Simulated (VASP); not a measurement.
## A VASP 6.6.1 single-point calculation on Sr2C

INCAR

```
IBRION = -1
NELM = 91
LWAVE = .FALSE.
ISIF = 2
EDIFF = 1E-7
NSW = 0
SIGMA = 0.02
GGA = PE
ENCUT = 520
LASPH = .TRUE.
NBANDS = 13
PREC = Accurate
ISMEAR = -1
LCHARG = .FALSE.
LREAL = .TRUE.
```

KPOINTS

```
KPOINTS created by Atomic Simulation Environment
0
Gamma
6 6 6
0 0 0
```

POSCAR

```
C  Sr
 1.0000000000000000
     0.0000000000000000    3.3601424488749654    3.3601424488749654
     3.3601424488749654    0.0000000000000000    3.3601424488749654
     3.3601424488749654    3.3601424488749654   -0.0000000000000000
 C   Sr
   1   2
Cartesian
 -0.0000000000000000 -0.0000000000000000 -0.0000000000000000
  1.6800712244374825  1.6800712244374825  1.6800712244374825
  5.0402136733124472  5.0402136733124472  5.0402136733124472
```

The recommended PBE PAW datasets give the neutral cell 24 valence electrons.

Command

```
mpirun -np 1 vasp_std
```

Task: Predict the outcome of this run.

Result: It converged. Results: gap between bands v and c on the k mesh -0.09 eV (bands overlap: a metal); least direct gap on the k mesh 0.00 eV; pressure 1.1 GPa. Band v is the last that the valence electrons fill when counted band by band, and c is the next.

OSZICAR

```
N       E                     dE             d eps       ncg     rms          rms(c)
DAV:   1     0.142014489025E+03    0.14201E+03   -0.12501E+04   416   0.170E+03
DAV:   2     0.663134775068E+00   -0.14135E+03   -0.14084E+03   498   0.324E+02
DAV:   3    -0.133655381479E+02   -0.14029E+02   -0.13197E+02   716   0.805E+01
DAV:   4    -0.139145150621E+02   -0.54898E+00   -0.54897E+00   513   0.141E+01
DAV:   5    -0.139407164816E+02   -0.26201E-01   -0.26201E-01   647   0.245E+00    0.192E+01
DAV:   6    -0.110142621337E+02    0.29265E+01   -0.41817E+01   441   0.202E+01    0.255E+01
DAV:   7    -0.106416533292E+02    0.37261E+00   -0.47245E+00   454   0.841E+00    0.132E+01
DAV:   8    -0.105988764541E+02    0.42777E-01   -0.36566E-01   620   0.342E+00    0.210E+00
DAV:   9    -0.105900276893E+02    0.88488E-02   -0.11155E-01   495   0.977E-01    0.423E-01
DAV:  10    -0.105911271464E+02   -0.10995E-02   -0.19189E-02   543   0.509E-01    0.317E-01
DAV:  11    -0.105902671070E+02    0.86004E-03   -0.62715E-03   504   0.226E-01    0.311E-02
DAV:  12    -0.105902847537E+02   -0.17647E-04   -0.12012E-04   578   0.575E-02    0.139E-02
DAV:  13    -0.105902855734E+02   -0.81977E-06   -0.94524E-06   615   0.181E-02    0.630E-03
DAV:  14    -0.105902858181E+02   -0.24465E-06   -0.22035E-06   403   0.447E-03    0.478E-03
DAV:  15    -0.105902849424E+02    0.87567E-06   -0.34919E-06   396   0.750E-03    0.113E-03
DAV:  16    -0.105902849787E+02   -0.36306E-07   -0.68054E-08   278   0.187E-03
   1 F= -.10590285E+02 E0= -.10589505E+02  d E =-.155939E-02
```

Standard output (part)

```
POSCAR found type information on POSCAR C Sr
 POSCAR found :  2 types and       3 ions
|     You have a (more or less) 'small supercell' and for smaller cells       |
|     it is recommended to use the reciprocal-space projection scheme!        |
|     The real-space optimization is not efficient for small cells and it     |
|     is also less accurate ...                                               |
|     Therefore, set LREAL=.FALSE. in the INCAR file.                         |
|     The real-space projection scheme for the treatment of the non-local     |
|     real-space optimization of all non-local projectors! BE WARNED that     |
|     a calculation using the real-space projection scheme together with      |
|     non-local projectors which were not real-space optimized (according     |
|     to the plane-wave cutoff used in this calculation) might give more      |
|     or less inaccurate results. I hope you know what you are doing.         |
 LDA part: xc-table for (Slater+PW92), standard interpolation
 POSCAR, INCAR and KPOINTS ok, starting setup
 WAVECAR not read
 entering main loop
|     Your highest band is occupied at some k-points! Unless you are          |
|     performing a calculation for an insulator or semiconductor, without     |
|     unoccupied bands, you have included TOO FEW BANDS!! Please increase     |
|     the parameter NBANDS in file INCAR to ensure that the highest band      |
...
```

These settings aren't sound, so the numbers aren't properties of the crystal.

On sound settings PBE gives a gap of -0.10 eV on its mesh and a pressure of 0.6 GPa for the intended cell.
